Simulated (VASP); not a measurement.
An input for Ansatz (written as the equivalent of a VASP run, and not itself run):

Ansatz 0.2 input:
```yaml
crystal:
  lattice:
    - [1.2453270, 0.7189894, 3.2150074]
    - [-1.2453270, 0.7189894, 3.2150074]
    - [0.0000000, -1.4379798, 3.2150074]
  atoms:
    - { symbol: B, position: [0.9997538, 0.9997538, 0.9997538] }
    - { symbol: N, position: [0.3326792, 0.3326792, 0.3326792] }
kpoints:
  mp_grid: { grid: [14, 14, 14] }
hamiltonian:
  xc: lda
  pseudopotentials: { kind: paw }
scf:
  occupations: { method: tetrahedron }
  max_iter: 100
output: { forces: true, stress: true, eigenvalues: true }
```

Task: Translate this input to VASP (INCAR, KPOINTS, POSCAR, choice of POTCAR).

Result: Several could match; the one computed here: 
KPOINTS:
```
Automatic
0
gamma
14 14 14
0 0 0
```

INCAR:
```
SYSTEM = BN
PREC = Accurate
ENCUT = 520
EDIFF = 1E-7
NELM = 100
ALGO = Normal
LREAL = .FALSE.
LASPH = .TRUE.
ISMEAR = -5
LWAVE = .FALSE.
LCHARG = .TRUE.
LORBIT = 11
NEDOS = 601
ISIF = 2
```

**POSCAR**
```
BN
1
    1.2453270214     0.7189894412     3.2150073971
   -1.2453270214     0.7189894412     3.2150073971
    0.0000000000    -1.4379798312     3.2150073872
B N
1 1
Direct
  0.9997537998   0.9997537998   0.9997537998
  0.3326792002   0.3326792002   0.3326792002
```

POTCAR, in this order: B N (LDA.64 set). Program: vasp_std.

What does not carry over: each code has its own PAW files, so the cut-off isn't converted (ENCUT is set for VASP's; basis.ecutwfc is left out, and Ansatz then takes the one that its files recommend); Ansatz stops its SCF on the density residual and VASP on the energy change (EDIFF); Ansatz's lda is the Perdew-Wang form, while the LDA potentials of VASP carry Perdew-Zunger's.

The structure comes from a computed database's BN entry (R3m); how it stands against other phases isn't given here. It was relaxed first, which changed the volume by -6 %.
